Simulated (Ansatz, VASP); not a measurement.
# FeAs (Westerveldite) in two plane-wave programs

One calculation is typed for both programs; each brings its own data sets and cutoff. How far apart do they land? The cell comes out of the VASP series on this material, whose earlier steps may have relaxed, scaled or displaced it; both programs get it as it stands.

Program: Ansatz 0.2.0. Level of theory: plane waves, with VASP 6.6.1 beside it; relaxation of cell and atoms at PBEsol, DFT+U. Results are calculated unless marked as measured.

## Step 1: Set-up

It takes space group Pnma (No. 62, orthorhombic). Conventional cell: a = 5.782 Å, b = 3.420 Å, c = 5.957 Å, α = 90.00°, β = 90.00°, γ = 90.00°. Nearest to Fe lie 6 As at 2.44 to 2.61 Å and 2 Fe at 2.73 Å. Nearest to As lie 6 Fe at 2.44 to 2.61 Å. Farther neighbours are not listed.

As a file:

```cif
data_structure
_symmetry_space_group_name_H-M 'P 1'
_symmetry_Int_Tables_number 1
_cell_length_a 5.7819
_cell_length_b 3.4196
_cell_length_c 5.9570
_cell_angle_alpha 90.000
_cell_angle_beta 90.000
_cell_angle_gamma 90.000
_cell_volume 117.78
loop_
_atom_site_label
_atom_site_type_symbol
_atom_site_fract_x
_atom_site_fract_y
_atom_site_fract_z
_atom_site_occupancy
Fe1 Fe 0.98885 0.75000 0.17824 1
Fe2 Fe 0.01115 0.25000 0.82176 1
Fe3 Fe 0.51115 0.25000 0.67824 1
Fe4 Fe 0.48885 0.75000 0.32176 1
As5 As 0.81403 0.75000 0.58292 1
As6 As 0.18597 0.25000 0.41708 1
As7 As 0.68597 0.25000 0.08292 1
As8 As 0.31403 0.75000 0.91708 1
```

## Step 2: Ansatz: relaxation of cell and atoms, PBEsol, DFT+U

Ansatz runs on its default PAW (the set named soft_2) files.

The relaxed volume is the usual yardstick between codes: its relative difference is about their pressure difference at one cell divided by the bulk modulus.

Contents of input.yaml:

```yaml
crystal:
  lattice:
    - [5.7818891105, 0.0, 0.0]
    - [0.0, 3.4195543544, 0.0]
    - [0.0, 0.0, 5.9569887237]
  atoms:
    - { symbol: Fe, position: [0.9888492283, 0.75, 0.1782351442], spin: 3.0 }
    - { symbol: Fe, position: [0.0111507717, 0.25, 0.8217648558], spin: 3.0 }
    - { symbol: Fe, position: [0.5111507717, 0.25, 0.6782351442], spin: 3.0 }
    - { symbol: Fe, position: [0.4888492283, 0.75, 0.3217648558], spin: 3.0 }
    - { symbol: As, position: [0.8140286707, 0.75, 0.5829177588] }
    - { symbol: As, position: [0.1859713293, 0.25, 0.4170822412] }
    - { symbol: As, position: [0.6859713293, 0.25, 0.0829177588] }
    - { symbol: As, position: [0.3140286707, 0.75, 0.9170822412] }
hamiltonian:
  xc: pbesol
  pseudopotentials: { kind: paw }
  hubbard: { sites: [{ species: Fe, l: d, u_eff: 3.0 }] }
magnetization:
  spin_polarized: true
kpoints:
  mp_grid: { grid: [4, 6, 4] }
scf:
  occupations: { method: gaussian, width: 0.05 }
relax:
  f_tol: 0.01
  max_steps: 60
  cell: { stress_tol: 0.05 }
output:
  forces: true
  stress: true
```

Launch:

```
ansatz run input.yaml --threads 4 --pin off --max-ram 9216MiB --backend cpu --events-out ev --progress --plain --runs-dir out
```

Numbers of over 12 decimals in the logs are rounded to 6 here.

Log:

```text
Fe: projections on atomic orbitals take those of the free atom [Ne] 3s2 3p6 3d6 4s2, of charge +0.00 (hamiltonian.pseudopotentials.projection_atoms); the dataset's partial waves leave at most 1.1e-6 of an orbital's norm unspanned inside its sphere
As: projections on atomic orbitals take those of the free atom [Ar] 3d10 4s2 4p3, of charge +0.00 (hamiltonian.pseudopotentials.projection_atoms); the dataset's partial waves leave at most 1.7e-6 of an orbital's norm unspanned inside its sphere
Engine: ansatz 0.2.0, aarch64-unknown-linux-gnu
Pseudopotentials: kind: paw
Pseudopotential: Fe, paw, valence charge 16, recommended cutoff 420 eV (normal), Fe.paw.azcp
Pseudopotential: As, paw, valence charge 15, recommended cutoff 420 eV (normal), As.paw.azcp
Functional definition: PBEsol
  exchange = pbesol_x
  correlation = pbesol_c
Crystal: 8 atoms, lattice volume = 117.779 Å³
Basis set: ecut = 420 eV, 2279 PW (Γ), exchange–correlation on 80×48×80 points (8 copies of the dense FFT grid, shifted against one another)
Bands: 82, of which v1, the nominal top of the filled ones, is band 62 counted from 1 (61 counted from 0)
Symmetry: 8 space group operations
Space group: Pnma (ITA 62), of the structure as read, at distance tolerance 4.9e-5 Å
Magnetic group: BNS 62.441 (UNI 539), of the structure as read, at distance tolerance 4.9e-5 Å
k-points: 36 of 96
Non-local potential: Fe, projectors of the file, l = 0: 3, l = 1: 2, l = 2: 3, l = 3: 1
Non-local potential: As, projectors of the file, l = 0: 2, l = 1: 2, l = 2: 3, l = 3: 1
PAW form: soft (Blöchl's): semilocal exchange-correlation on the pseudo side does not see the compensation charge
PAW frozen core: Fe, regenerated for the run's functional, and the local potential with it (the file was generated under x = pbe(κ = 0.804, μ = 0.219515), c = pbe(β = 0.066725))
PAW frozen core: As, regenerated for the run's functional, and the local potential with it (the file was generated under x = pbe(κ = 0.804, μ = 0.219515), c = pbe(β = 0.066725))
PAW one-centre angular grid: Fe, 590 points (default); XC on 64 Gauss nodes
PAW one-centre angular grid: As, 590 points (default); XC on 64 Gauss nodes
Initial density: superposition of atomic densities (chi_scale 0.1, normalization cell)
Starting moments: Σ|m| = 12 μB on 4 of 8 sites
Initial wavefunctions: pseudopotential atomic-orbital guess
Functional: x = pbesol(κ = 0.804, μ = 0.123457), c = pbesol(β = 0.046)
SCF iter   1: F=—  HF=-37039.252695 eV  |F-HF|=—  |Δ(HF+E_count)|=         —  Δρ=3.02e-2 (↑2.27e-2 ↓3.02e-2)  dr2=4.26e0  dr2_m=1.70e-1  M=9.787 μB ∫|m|=11.207 μB  β_m=0.30  ethr=3.10e-3  ⟨swp⟩=5.6  Hψ=19556  notcnv=0  defer=27
preconditioner: auto → Kerker (q_TF=auto, 2.752 Å⁻¹)  [metal: Δε(μ)=0.010 eV  Ē_g=9.302 eV  σ=0.050 eV  W_gap=0.12  n_scr=38 (ndim 8)  ℏωp=24.7 eV  f_vac=0.000  D(μ)=8.44/eV (n_scr^D=86)]
spin=Collinear: Kerker preconditioning applied to the charge; magnetization (m = ρ↑ − ρ↓) channel mixes plain (no charge-response kernel on spin).
SCF iter   2: F=—  HF=-37039.194981 eV  |F-HF|=—  |Δ(HF+E_count)|=   5.77e-2  Δρ=2.33e-2 (↑1.13e-2 ↓2.33e-2)  dr2=9.56e-1  dr2_m=1.24e-1  M=10.318 μB ∫|m|=11.675 μB  β_m=1.00  ethr=3.10e-3  ⟨swp⟩=2.0  Hψ=7555  notcnv=0  defer=713
SCF iter   3: F=—  HF=-37039.346334 eV  |F-HF|=—  |Δ(HF+E_count)|=   1.51e-1  Δρ=1.19e-2 (↑1.00e-2 ↓1.19e-2)  dr2=6.72e-1  dr2_m=5.95e-3  M=9.989 μB ∫|m|=11.704 μB  β_m=0.30  ethr=7.71e-4  ⟨swp⟩=2.2  Hψ=6750  notcnv=0  defer=713
SCF iter   4: F=—  HF=-37039.364764 eV  |F-HF|=—  |Δ(HF+E_count)|=   1.84e-2  Δρ=1.48e-2 (↑6.21e-3 ↓1.48e-2)  dr2=2.94e-1  dr2_m=7.50e-2  M=10.485 μB ∫|m|=12.083 μB  β_m=1.00  ethr=5.42e-4  ⟨swp⟩=2.2  Hψ=7817  notcnv=0  defer=713
SCF iter   5: F=—  HF=-37039.390308 eV  |F-HF|=—  |Δ(HF+E_count)|=   2.55e-2  Δρ=5.34e-3 (↑2.88e-3 ↓5.34e-3)  dr2=1.95e-2  dr2_m=1.07e-2  M=10.266 μB ∫|m|=11.960 μB  β_m=0.30  ethr=2.37e-4  ⟨swp⟩=2.0  Hψ=7546  notcnv=0  defer=715
SCF iter   6: F=—  HF=-37039.492740 eV  |F-HF|=—  |Δ(HF+E_count)|=   1.02e-1  Δρ=1.04e-2 (↑2.54e-3 ↓1.04e-2)  dr2=1.40e-1  dr2_m=3.17e-2  M=10.046 μB ∫|m|=11.808 μB  β_m=0.30  ethr=1.57e-5  ⟨swp⟩=2.9  Hψ=10365  notcnv=0  defer=715
SCF iter   7: F=—  HF=-37039.542616 eV  |F-HF|=—  |Δ(HF+E_count)|=   4.99e-2  Δρ=6.05e-3 (↑1.77e-3 ↓6.05e-3)  dr2=1.65e-2  dr2_m=1.56e-2  M=10.116 μB ∫|m|=11.855 μB  β_m=1.00  ethr=1.57e-5  ⟨swp⟩=2.3  Hψ=8475  notcnv=0  defer=715
SCF iter   8: F=—  HF=-37039.592666 eV  |F-HF|=—  |Δ(HF+E_count)|=   5.00e-2  Δρ=3.94e-3 (↑1.41e-3 ↓3.94e-3)  dr2=1.83e-2  dr2_m=2.01e-3  M=10.055 μB ∫|m|=11.819 μB  β_m=0.30  ethr=1.33e-5  ⟨swp⟩=1.9  Hψ=8040  notcnv=0  defer=714
SCF iter   9: F=—  HF=-37039.631248 eV  |F-HF|=—  |Δ(HF+E_count)|=   3.86e-2  Δρ=3.97e-3 (↑5.12e-4 ↓3.97e-3)  dr2=8.12e-3  dr2_m=4.04e-3  M=10.046 μB ∫|m|=11.810 μB  β_m=0.30  ethr=1.33e-5  ⟨swp⟩=1.7  Hψ=6287  notcnv=0  defer=714
Mixer restart at iter 9: flushing history
spin-set hold released at iteration 9 (site moments contracting): the magnetisation degrees of freedom join the quasi-Newton model from the next iteration; the mixer history was flushed
[...]
SCF iter   3: F=—  HF=-37039.814416 eV  |F-HF|=—  |Δ(HF+E_count)|=   1.48e-5  Δρ=1.48e-5 (↑8.27e-6 ↓1.48e-5)  dr2=1.23e-6  dr2_m=7.57e-8  M=10.235 μB ∫|m|=11.732 μB  ethr=2.08e-8  ⟨swp⟩=1.0  Hψ=14112  notcnv=0
SCF iter   4: F=-37039.814423 eV  HF=-37039.814423 eV  |F-HF|=3.49e-10  |Δ(HF+E_count)|=   7.35e-6  Δρ=1.93e-6 (↑8.76e-7 ↓1.93e-6)  dr2=4.05e-9  dr2_m=9.62e-10  M=10.235 μB ∫|m|=11.732 μB  ethr=8.06e-11  ⟨swp⟩=1.0  Hψ=14112  notcnv=0
k-points: 52 of 96
iter 1 solved again at ethr=1.00e-12 eV; its pass at ethr=8.06e-7 eV (dr2=7.85e-12 eV) is discarded
SCF iter   1: F=—  HF=-37039.814423 eV  |F-HF|=—  |Δ(HF+E_count)|=         —  Δρ=1.83e-7 (↑8.61e-8 ↓1.83e-7)  dr2=7.85e-12  dr2_m=7.31e-12  M=10.235 μB ∫|m|=11.732 μB  ethr=1.00e-12  ⟨swp⟩=1.0  Hψ=33300  notcnv=0
spin=Collinear: Kerker preconditioning applied to the charge; magnetization (m = ρ↑ − ρ↓) channel mixes plain (no charge-response kernel on spin).
SCF iter   2: F=—  HF=-37039.814350 eV  |F-HF|=—  |Δ(HF+E_count)|=   7.36e-5  Δρ=1.44e-4 (↑8.19e-5 ↓1.44e-4)  dr2=5.11e-5  dr2_m=3.22e-6  M=10.231 μB ∫|m|=11.732 μB  ethr=8.06e-7  ⟨swp⟩=1.0  Hψ=28704  notcnv=0
SCF iter   3: F=—  HF=-37039.814406 eV  |F-HF|=—  |Δ(HF+E_count)|=   5.60e-5  Δρ=3.09e-5 (↑1.35e-5 ↓3.09e-5)  dr2=5.21e-6  dr2_m=1.90e-7  M=10.234 μB ∫|m|=11.732 μB  ethr=5.69e-8  ⟨swp⟩=1.0  Hψ=17514  notcnv=0
SCF iter   4: F=—  HF=-37039.814423 eV  |F-HF|=—  |Δ(HF+E_count)|=   1.76e-5  Δρ=9.27e-6 (↑3.48e-6 ↓9.27e-6)  dr2=3.12e-7  dr2_m=9.97e-9  M=10.235 μB ∫|m|=11.732 μB  ethr=4.98e-9  ⟨swp⟩=1.0  Hψ=17472  notcnv=0
SCF iter   5: F=-37039.814423 eV  HF=-37039.814423 eV  |F-HF|=6.77e-10  |Δ(HF+E_count)|=   1.95e-8  Δρ=3.79e-7 (↑3.35e-7 ↓3.79e-7)  dr2=7.75e-10  dr2_m=6.97e-11  M=10.235 μB ∫|m|=11.732 μB  ethr=8.06e-11  ⟨swp⟩=1.0  Hψ=17472  notcnv=0
a single-point calculation of the run's input, under the relaxation's own `scf.mixing.negative_modes` where the relaxation goes by `scf.lower_state_search: light` itself or types `scf.max_iter`, was made at the relaxed geometry, from the density of the relaxation's final state, in 11 SCF iterations in all. It converged -0.0 meV from the relaxation's final energy, with moments (2.68, 2.68, 2.68, 2.68, -0.09, -0.09, -0.09, -0.09 Bohr magnetons, atom by atom), which does not count as lower, and the relaxation's result stands. No further magnetic order was relaxed to its end, and one can end lower (see `relax.adjacent_minimum`). [rest of the remark cut]
SCF converged after 5 iterations
Magnetization: 10.2348 μB (67.1174 up, 56.8826 down)
Absolute magnetization: 11.7372 μB (∫|ρ↑−ρ↓|, with the PAW one-centre terms)
Spin contamination: 0.7124 ħ² per cell (⟨S²⟩ above its minimum at these occupations)
Per-site moments (μB) at R_I (Å): [(2.676145, 1.012418), (2.676145, 1.012418), (2.676145, 1.012418), (2.676145, 1.012418), (-0.094913, 1.012418), (-0.094913, 1.012418), (-0.094913, 1.012418), (-0.094913, 1.012418)]
Free energy (F): -37039.814423 eV
Harris-Foulkes:  -37039.814423 eV  (|F-HF|=1.89e-10)
Internal energy: -37039.809956 eV  (E = F + TS)
E sigma→0 (E₀):  -37039.812190 eV
Entropy (-TS):   -0.004468 eV (-0.558 meV/atom)
Fermi energy:    15.398798 eV
--- Per-component energies (eV) ---
  E_band       = -1753.327302
  E_kinetic    = 1812.534999
  E_local      = -15015.875391  (includes V_loc(G=0)·N_el)
  E_nonlocal   = -1768.415034
  E_hartree    = 7225.955639
  E_xc         = -781.655368
  E_vxc        = -920.641165  (∫ρ·V_xc dr)
  E_hubbard    = 6.885624  (on-site DFT+U / exact-exchange correction)
  E_vhub       = -26.823788  (the Hubbard potential's part of the band-sum identity)
  E_paw        = -12525.549707  (= ΣΔE_a)
  E_vpaw       = -286.021704  (= ΣTr[D̂ρ^β])
  E_aug_tail   = 0.003586  (compensation charges beyond the density's cutoff)
  E_ewald      = -15998.276826
  E_core_change = 4.582521  (= ΣΔE_core)
  E_smearing   = -0.004468  (= −TS)
  E_closure    = -0.000000  (closes the sum)
  Σ components = -37039.814423   (vs F -37039.814423, Δ=0.00e0)
--- Forces (eV/Å), atoms counted from 1 ---
  atom   1  Fe    -0.00065180     0.00186314     0.00207584
  atom   2  Fe     0.00065180    -0.00186314    -0.00207584
  atom   3  Fe     0.00065180    -0.00186314     0.00207584
  atom   4  Fe    -0.00065180     0.00186314    -0.00207584
  atom   5  As     0.00231146     0.00346863    -0.00185576
  atom   6  As    -0.00231146    -0.00346863     0.00185576
  atom   7  As    -0.00231146    -0.00346863    -0.00185576
  atom   8  As     0.00231146     0.00346863     0.00185576
  max |Σ_I F_I| component: 4.34e-19 eV/Å
--- Stress (GPa, compression-positive) ---
        0.024161      -0.013463       0.000000
       -0.013458       0.004747       0.000000
        0.000000       0.000000       0.039470
  P = ⅓ Tr σ = 0.0228 GPa (0.228 kbar)
--- Band table (eV; the first three rows and the last of 84) ---
  k-point 0 ↑: bands = [... 58 lower, 12.1413, 12.2138, 12.2699, 12.3211, 12.5950, 13.3298, 13.6654, 14.2803, ... 16 higher]
  k-point 1 ↑: bands = [... 58 lower, 12.1050, 12.1129, 12.1810, 12.1893, 12.4192, 13.9420, 14.2490, 14.4131, ... 16 higher]
  k-point 2 ↑: bands = [... 58 lower, 11.9689, 11.9689, 12.1318, 12.1318, 13.2065, 13.2065, 15.2140, 15.2140, ... 16 higher]
  k-point 41 ↓: bands = [... 58 lower, 16.1384, 16.1384, 16.9927, 16.9927, 17.0073, 17.0073, 17.6284, 17.6284, ... 16 higher]
--- Relaxed structure (7 steps of the walk, 7 accepted, 2 SCFs on fresh bases) ---
  F+E_penalty+E_count = -37039.81442347 eV   max|allowed force component| = 3.469e-3 eV/Å   (the final SCF, on the basis selected at the relaxed cell)
  cell:  # Å, volume = 118.7862 Å³
    - [5.782120, 0.00956427, 0.0]
    - [0.00565655, 3.427454, 0.0]
    - [0.0, 0.0, 5.993886]
  atoms:
    - { symbol: Fe, position: [0.989232, 0.747669, 0.180461] }
    - { symbol: Fe, position: [0.010768, 0.252331, 0.819539] }
    - { symbol: Fe, position: [0.510768, 0.252331, 0.680461] }
    - { symbol: Fe, position: [0.489232, 0.747669, 0.319539] }
    - { symbol: As, position: [0.814467, 0.750555, 0.582651] }
    - { symbol: As, position: [0.185533, 0.249445, 0.417349] }
    - { symbol: As, position: [0.685533, 0.249445, 0.082651] }
    - { symbol: As, position: [0.314467, 0.750555, 0.917349] }
```

Wall time 14 min (4 threads of Arm Neoverse V2, shared host); peak memory 3.4 GiB; 55 min of CPU time.

[end of part 1 of 2]

[Lines on the potential files, build, host, timing and source positions are cut from VASP's logs without a mark.]

[Logs are printed without paths, hosts, clocks, repeated set-up lines and the standing remarks that a program may print on its own settings, such as how far it seeks lower states.]

[Hosts, paths, dates, database ids (printed as entryN), source tags and the programs' standing remarks are cut or masked in the printed files.]
